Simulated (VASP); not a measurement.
A VASP calculation is set up with these files.

### INCAR
```
# general
SYSTEM   =  WSe2
PREC     =  Accurate
ENCUT    =  500   # plane-wave cut-off (eV)
LREAL    =  F   # projection in real space or not
LASPH    =  T

# electronic loop
EDIFF    =  1E-6
NELM     =  100   # most electronic steps
ALGO     =  Normal   # blocked Davidson
LMAXMIX  =  6

# smearing
ISMEAR   =  0   # Gaussian
SIGMA    =  0.05   # width (eV)

# functional
GGA      =  PE   # PBE

# ions
IBRION   =  2   # conjugate gradients
NSW      =  40   # most ionic steps
ISIF     =  3
EDIFFG   =  -0.02   # ionic stop
PSTRESS  =  300   # kbar

# output
LWAVE    =  F
LCHARG   =  F
```

File KPOINTS:
```
Automatic mesh
0
Gamma
8 8 2
0 0 0
```

**POSCAR**
```
WSe2
1
    1.5492791250    -2.6834262601    -0.0000000000
    1.5492791250     2.6834262601     0.0000000000
    0.0000000000     0.0000000000    11.6391219465
W Se
2 4
Direct
  0.3333330000   0.6666670000   0.2500000000
  0.6666670000   0.3333330000   0.7500000000
  0.3333330000   0.6666670000   0.8965855693
  0.6666670000   0.3333330000   0.3965855693
  0.6666670000   0.3333330000   0.1034144307
  0.3333330000   0.6666670000   0.6034144307
```

POTCAR, in this order: W_sv Se (PBE.64 set). Program: vasp_std.

### Question
Write an equivalent input for Ansatz.

### Answer
One equivalent input (not run):
Ansatz 0.2 input:
```yaml
crystal:
  lattice:
    - [1.5492791, -2.6834263, 0.0000000]
    - [1.5492791, 2.6834263, 0.0000000]
    - [0.0000000, 0.0000000, 11.6391219]
  atoms:
    - { symbol: W, position: [0.3333330, 0.6666670, 0.2500000] }
    - { symbol: W, position: [0.6666670, 0.3333330, 0.7500000] }
    - { symbol: Se, position: [0.3333330, 0.6666670, 0.8965856] }
    - { symbol: Se, position: [0.6666670, 0.3333330, 0.3965856] }
    - { symbol: Se, position: [0.6666670, 0.3333330, 0.1034144] }
    - { symbol: Se, position: [0.3333330, 0.6666670, 0.6034144] }
kpoints:
  mp_grid: { grid: [8, 8, 2] }
hamiltonian:
  xc: pbe
  pseudopotentials: { kind: paw }
scf:
  occupations: { method: gaussian, width: 0.05 }
  max_iter: 100
relax:
  max_steps: 40
  f_tol: 0.02
  cell: { p_target: 30 }
output: { forces: true, stress: true, eigenvalues: true }
```
Limits of the translation: each code has its own PAW files, so the cut-off isn't converted (ENCUT is set for VASP's; basis.ecutwfc is left out, and Ansatz then takes the one that its files recommend); Ansatz stops its SCF on the density residual and VASP on the energy change (EDIFF).

The compound is WSe2 in the 2H layered structure. It was relaxed first under an external pressure of 30 GPa.
